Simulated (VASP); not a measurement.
Calculation: optB88-vdW, VASP's PBE PAW potentials (set 64) (plane waves; VASP).

Input for VASP

### INCAR
```
! general
SYSTEM   = Re
PREC     = Accurate
ENCUT    = 520
LREAL    = .False.
LASPH    = .True.

! electronic loop
EDIFF    = 1E-7
NELM     = 100
ALGO     = Normal
LMAXMIX  = 6

! smearing
ISMEAR   = 1
SIGMA    = 0.1

! functional
GGA      = BO
LUSE_VDW = .True.
AGGAC    = 0.0
PARAM1   = 0.1833333333
PARAM2   = 0.22

! ions
IBRION   = 2
NSW      = 30
ISIF     = 4
EDIFFG   = -0.01

! output
LWAVE    = .False.
LCHARG   = .False.
```

### POSCAR
```
Re
1.0
  1.3765627872  -2.3842765714   0.0000000000
  1.3765627872   2.3842765714   0.0000000000
  0.0000000000   0.0000000000   4.4400402971
Re
2
direct
  0.3333330000   0.6666670000   0.2500000000
  0.6666670000   0.3333330000   0.7500000000
```

**KPOINTS**
```
Automatic mesh
0
Gamma
15 15 8
0 0 0
```

POTCAR, in this order: Re (PBE.64 set). Program: vasp_std.

The run wrote:

### OUTCAR
```
 ion  position               nearest neighbor table
   1  0.333  0.667  0.250-   2 2.73   2 2.73   2 2.73   2 2.73   2 2.73   2 2.73
   2  0.667  0.333  0.750-   1 2.73   1 2.73   1 2.73   1 2.73   1 2.73   1 2.73
  LATTYP: Found a hexagonal cell.
 ALAT       =     2.7531254741
 C/A-ratio  =     1.6127271855
 Subroutine PRICEL returns:
 Original cell was already a primitive cell.
 Subroutine GETGRP returns: Found 24 space group operations
The static configuration has the point symmetry D_3d.
 The point group associated with its full space group is D_6h.
The dynamic configuration has the point symmetry D_3d.
 Subroutine INISYM returns: Found 24 space group operations
 Subroutine IBZKPT returns following result:
 Found    135 irreducible k-points:

 Following reciprocal coordinates:
            Coordinates               Weight
  0.000000  0.000000  0.000000      1.000000
  0.066667  0.000000  0.000000      6.000000
  0.133333 -0.000000  0.000000      6.000000
  0.200000  0.000000  0.000000      6.000000
  0.266667 -0.000000  0.000000      6.000000
  0.333333  0.000000  0.000000      6.000000
  0.400000  0.000000  0.000000      6.000000
  0.466667  0.000000  0.000000      6.000000
  0.066667  0.066667  0.000000      6.000000
  0.133333  0.066667  0.000000     12.000000
  0.200000  0.066667  0.000000     12.000000
  0.266667  0.066667  0.000000     12.000000
  0.333333  0.066667  0.000000     12.000000
  0.400000  0.066667  0.000000     12.000000
  0.466667  0.066667  0.000000      6.000000
  0.133333  0.133333  0.000000      6.000000
  0.200000  0.133333  0.000000     12.000000
  0.266667  0.133333  0.000000     12.000000
  0.333333  0.133333  0.000000     12.000000
  0.400000  0.133333  0.000000     12.000000
  0.200000  0.200000  0.000000      6.000000
  0.266667  0.200000  0.000000     12.000000
  0.333333  0.200000  0.000000     12.000000
  0.400000  0.200000  0.000000      6.000000
  0.266667  0.266667  0.000000      6.000000
  0.333333  0.266667  0.000000     12.000000
  0.333333  0.333333  0.000000      2.000000
  0.000000  0.000000  0.125000      2.000000
  0.066667  0.000000  0.125000     12.000000
  0.133333 -0.000000  0.125000     12.000000
  0.200000  0.000000  0.125000     12.000000
  0.266667 -0.000000  0.125000     12.000000
  0.333333  0.000000  0.125000     12.000000
  0.400000  0.000000  0.125000     12.000000
  0.466667  0.000000  0.125000     12.000000
  0.066667  0.066667  0.125000     12.000000
  0.133333  0.066667  0.125000     24.000000
  0.200000  0.066667  0.125000     24.000000
  0.266667  0.066667  0.125000     24.000000
  0.333333  0.066667  0.125000     24.000000
   k-points           NKPTS =    135   k-points in BZ     NKDIM =    135   number of bands    NBANDS=     11
   number of dos      NEDOS =    301   number of ions     NIONS =      2
   total plane-waves  NPLWV =  14400
   dimension x,y,z NGX =    20 NGY =   20 NGZ =   36
   dimension x,y,z NGXF=    40 NGYF=   40 NGZF=   72
   ions per type =               2
   PREC   = accura    normal or accurate (medium, high low for compatibility)
   ISTART =      0    job   : 0-new  1-cont  2-samecut
   ICHARG =      2    charge: 1-file 2-atom 10-const
   ISPIN  =      1    spin polarized calculation?
   LNONCOLLINEAR =      F non collinear calculations
   LSORBIT =      F    spin-orbit coupling
   INIWAV =      1    electr: 0-lowe 1-rand  2-diag
   ENCUT  =  520.0 eV  38.22 Ry    6.18 a.u.   5.12  5.12  8.26*2*pi/ulx,y,z
   NELM   =    100;   NELMIN=  2; NELMDL= -5     # of ELM steps
   EDIFF  = 0.1E-06   stopping-criterion for ELM
   LREAL  =      F    real-space projection
...
```

File OSZICAR:
```
       N       E                     dE             d eps       ncg     rms          rms(c)
DAV:   1     0.350302863755E+02    0.35030E+02   -0.69715E+03  5338   0.157E+03
DAV:   2    -0.141072281424E+02   -0.49138E+02   -0.41874E+02  4735   0.316E+02
DAV:   3    -0.203175456419E+02   -0.62103E+01   -0.49892E+01  4962   0.254E+02
DAV:   4    -0.206815333960E+02   -0.36399E+00   -0.32362E+00  5383   0.303E+01
DAV:   5    -0.206953874714E+02   -0.13854E-01   -0.13385E-01  5311   0.330E+00    0.460E+01
DAV:   6    -0.197792072809E+02    0.91618E+00   -0.87131E-01  5472   0.302E+01    0.195E+01
DAV:   7    -0.194663244448E+02    0.31288E+00   -0.62295E-01  5721   0.241E+01    0.452E-01
DAV:   8    -0.194549311144E+02    0.11393E-01   -0.93465E-03  5847   0.138E+00    0.322E-01
DAV:   9    -0.194543709821E+02    0.56013E-03   -0.43663E-04  4860   0.215E-01    0.342E-02
DAV:  10    -0.194543987686E+02   -0.27787E-04   -0.52563E-05  5037   0.813E-02    0.104E-02
DAV:  11    -0.194543955931E+02    0.31754E-05   -0.10970E-06  4718   0.193E-02    0.263E-03
DAV:  12    -0.194543952223E+02    0.37079E-06   -0.47334E-08  2798   0.591E-03    0.442E-04
DAV:  13    -0.194543952421E+02   -0.19720E-07   -0.17828E-08  2619   0.532E-03
   1 F= -.19454395E+02 E0= -.19454510E+02  d E =-.194544E+02
       N       E                     dE             d eps       ncg     rms          rms(c)
DAV:   1    -0.194565194812E+02   -0.21243E-02   -0.22761E-01  4497   0.176E+01    0.257E-01
DAV:   2    -0.194547891355E+02    0.17303E-02   -0.25224E-03  5548   0.668E-01    0.130E-01
DAV:   3    -0.194542523354E+02    0.53680E-03   -0.11765E-03  5735   0.487E-01    0.217E-02
DAV:   4    -0.194542528818E+02   -0.54641E-06   -0.34322E-05  4754   0.673E-02    0.906E-03
DAV:   5    -0.194542521233E+02    0.75858E-06   -0.37434E-07  3750   0.252E-02    0.345E-03
DAV:   6    -0.194542520736E+02    0.49636E-07   -0.11730E-07  2687   0.900E-03
   2 F= -.19454252E+02 E0= -.19454359E+02  d E =0.143168E-03
       N       E                     dE             d eps       ncg     rms          rms(c)
DAV:   1    -0.194554626369E+02   -0.12105E-02   -0.64212E-02  4472   0.939E+00    0.137E-01
DAV:   2    -0.194549752457E+02    0.48739E-03   -0.70376E-04  5495   0.355E-01    0.683E-02
DAV:   3    -0.194548274219E+02    0.14782E-03   -0.31788E-04  5714   0.255E-01    0.120E-02
DAV:   4    -0.194548276718E+02   -0.24982E-06   -0.94232E-06  4752   0.355E-02    0.481E-03
DAV:   5    -0.194548275237E+02    0.14806E-06   -0.56175E-08  2648   0.130E-02    0.191E-03
DAV:   6    -0.194548275232E+02    0.47157E-09   -0.30367E-08  2329   0.518E-03
   3 F= -.19454828E+02 E0= -.19454947E+02  d E =-.432281E-03
```

### OUTCAR
```
------------------------ aborting loop because EDIFF is reached ----------------------------------------
  FORCE on cell =-STRESS in cart. coord.  units (eV):
  Direction    XX          YY          ZZ          XY          YZ          ZX
  --------------------------------------------------------------------------------------
  Total        2.2058097      2.2058095      2.2046966      0.0000000      0.0000000      0.0000000
  in kB      121.2576257    121.2576134    121.1964364      0.0000000      0.0000000      0.0000000
  external PRESSURE =     121.2372251 kB  Pullay stress =       0.0000000 kB
  volume of cell :       29.15
      direct lattice vectors                 reciprocal lattice vectors
     1.374819948 -2.381257879  0.000000000     0.363683987 -0.209973059 -0.000000000
     1.374819948  2.381257879  0.000000000     0.363683987  0.209973059 -0.000000000
     0.000000000  0.000000000  4.451304594    -0.000000000 -0.000000000  0.224653240
 POSITION                                       TOTAL-FORCE (eV/Angst)
 -----------------------------------------------------------------------------------
      1.37482      0.79375      1.11283        -0.000000     -0.000000      0.000000
      1.37482     -0.79375      3.33848         0.000000      0.000000      0.000000
 -----------------------------------------------------------------------------------
    total drift:                               -0.000000      0.000009     -0.000016
  FREE ENERGIE OF THE ION-ELECTRON SYSTEM (eV)
  ---------------------------------------------------
  free  energy   TOTEN  =       -19.4548275232 eV

  energy  without entropy=      -19.4551854793  energy(sigma->0) =      -19.45494684

 reached required accuracy - stopping structural energy minimisation
```
(Selected blocks of OUTCAR.)

File CONTCAR:
```
Re
   1.00000000000000
     1.3748199475190099   -2.3812578791659038    0.0000000000000000
     1.3748199475190099    2.3812578791659038    0.0000000000000000
     0.0000000000000000    0.0000000000000000    4.4513045944416048
  Re
     2
Direct
     0.3333330000000032    0.6666669999999968    0.2500000000000000
     0.6666669999999968    0.3333330000000032    0.7500000000000000
```

**OUTCAR**
```
 val. band max:        7.8792220484   @ k =   0.3333   0.3333   0.0000

 cond. band min:       7.9022236122   @ k =   0.3333   0.1333   0.3750


 Fermi energy:         7.9016017341

 k-point     1 :       0.0000    0.0000    0.0000
  band No.  band energies     occupation
      1      -1.8993      2.00000
      2       1.2806      2.00000
      3       6.2733      2.00000
      4       6.3163      2.00000
      5       6.3163      2.00000
      6       7.1463      2.00000
      7       7.1464      2.00000
      8       8.1038     -0.01486
      9       8.1039     -0.01485
     10       8.7180     -0.00000
     11      11.2950      0.00000

 k-point     2 :       0.0667    0.0000    0.0000
  band No.  band energies     occupation
      1      -1.7146      2.00000
      2       1.4548      2.00000
      3       5.8542      2.00000
      4       6.4853      2.00000
      5       6.6770      2.00000
      6       7.0182      2.00000
      7       7.3064      2.00000
      8       7.7422      2.04666
      9       7.9626      0.15070
     10       8.2462     -0.00001
     11      11.3896      0.00000

 k-point     3 :       0.1333   -0.0000    0.0000
  band No.  band energies     occupation
      1      -1.1842      2.00000
      2       1.9267      2.00000
      3       5.3417      2.00000
      4       6.5785      2.00000
      5       6.6304      2.00000
      6       6.9839      2.00000
      7       7.1860      2.00000
      8       7.6091      2.00028
      9       7.7760      2.07063
     10       7.9072      0.90615
     11      11.6097      0.00000

 k-point     4 :       0.2000    0.0000    0.0000
  band No.  band energies     occupation
      1      -0.3845      2.00000
      2       2.4859      2.00000
      3       4.9410      2.00000
      4       5.3836      2.00000
      5       6.2512      2.00000
      6       7.1693      2.00000
      7       7.5590      2.00001
      8       7.7841      2.07010
      9       7.8360      1.88743
...
```

Unless said otherwise, spin-orbit coupling is left out, though it shifts the bands of the heavy elements here.

The compound is Re in the hcp structure. This cell is one point of a volume scan, at 0.97 of the reference volume. Symmetry was kept, so distortions that lower it aren't found.
